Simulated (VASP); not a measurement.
Input:

```xyz
2
Lattice="0.0000 2.4383 2.4383 2.4383 0.0000 2.4383 2.4383 2.4383 0.0000" Properties=species:S:1:pos:R:3 pbc="T T T"
Be     2.4383     4.8766     2.4383
S      1.2191     1.2191     1.2191
```

Method: revTPSS meta-GGA, VASP's PBE PAW potentials (set 64) (plane waves; VASP 6.6.1). Numerical set-up: 520 eV cut-off, 10×10×10 Γ-centred mesh, tetrahedra with Blöchl corrections, potentials Be S.

Q: Predict the energy per atom (σ→0), band gap (over mesh and band path) with the smallest direct gap where there is one.

A: 
```
Item                                                    Value
---------------------------------------------  --------------
band gap (over mesh and band path)                    3.18 eV
smallest direct gap (over mesh and band path)         5.78 eV
energy per atom (σ→0)                          -6082 meV/atom
```

The compound is BeS in the zinc blende structure. It was relaxed first.
